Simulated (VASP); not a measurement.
BaAlSiH (space group P3m1): computed properties

The numbers are results of r2SCAN meta-GGA, VASP's PBE PAW potentials (set 64) (plane waves; VASP 6.6.1), not measurements.

For BaAlSiH, the space group comes out as P3m1 (156). The cell is a = b = 4.3254 Å, c = 5.2587 Å, α = β = 90.00°, γ = 120.00° and the volume per atom is 21.30 Å³/atom. The band gap (over mesh and band path) is 0.97 eV and the smallest direct gap (over mesh and band path) is 1.44 eV. The Hill bulk modulus is 53.5 GPa and the Hill shear modulus is 41.8 GPa. The Poisson's ratio comes out as 0.190, the band-edge character without spin-orbit coupling comes out as indirect, A to M and the band gap with spin-orbit coupling comes out as 0.97 eV. The density comes out as 3.77 g/cm³ and the optical Γ-point spectrum comes out as 141 (×2), 152, 242, 388 (×2), 880 (×2), 1322 cm⁻¹.

```yaml
crystal:
  lattice:
    - [4.32542, 0.00000, 0.00000]
    - [-2.16271, 3.74592, 0.00000]
    - [0.00000, 0.00000, 5.25866]
  atoms:
    - { symbol: Ba, position: [0.00000, 0.00000, 0.00123] }
    - { symbol: Al, position: [0.66667, 0.33333, 0.46396] }
    - { symbol: Si, position: [0.33333, 0.66667, 0.54129] }
    - { symbol: H, position: [0.66667, 0.33333, 0.13642] }
```

Unless said otherwise, spin-orbit coupling is left out, though it shifts the bands of the heavy elements here.

The structure comes from a computed database's BaAlSiH entry (P3m1); how it stands against other phases isn't given here. It was relaxed first. Symmetry was kept, so distortions that lower it aren't found.
